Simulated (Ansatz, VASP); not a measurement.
## HfMgO: VASP beside Ansatz

```xyz
3
Lattice="3.4717 0.0000 0.0000 0.0000 3.4717 0.0000 0.0000 0.0000 3.5430" Properties=species:S:1:pos:R:3 pbc="T T T"
Mg    1.7358    1.7358    1.7715
Hf    0.0000    0.0000    0.0000
O     1.7358    1.7358    0.0000
```

Change from the starting cell: species swapped into the HoCoC type (P4/mmm, No. 123).

Alike in both runs: task single point; functional PBE; k mesh 6 × 6 × 6; occupations gaussian, width 0.1 eV; no spin polarisation.

```csv
,VASP,Ansatz
version,VASP 6.6.1,Ansatz 0.2.0
potentials or method,"VASP PAW PBE potentials, release 64 (Mg, Hf_pv, O)","scalar-relativistic, plane waves, PAW"
plane-wave cutoff (eV),520,420
valence electrons in the cell,18,42
```

VASP gave:

| Property | Result |
| --- | --- |
| gap on the k mesh at the Fermi level (eV) | none |
| pressure (GPa) | 10.2 |
| largest component of the traceless stress (GPa) | 36.77 |

Task: Which values does Ansatz return?

Result: gap on the k mesh at the Fermi level (eV): none; pressure (GPa): 10.8; largest component of the traceless stress (GPa): 35.69.

A gap of «none» marks a metal or a gap that the smearing closes. The two sets of potentials don't hold the same shells in valence.

The runs have no spin-orbit coupling, so splittings on Hf are missing.
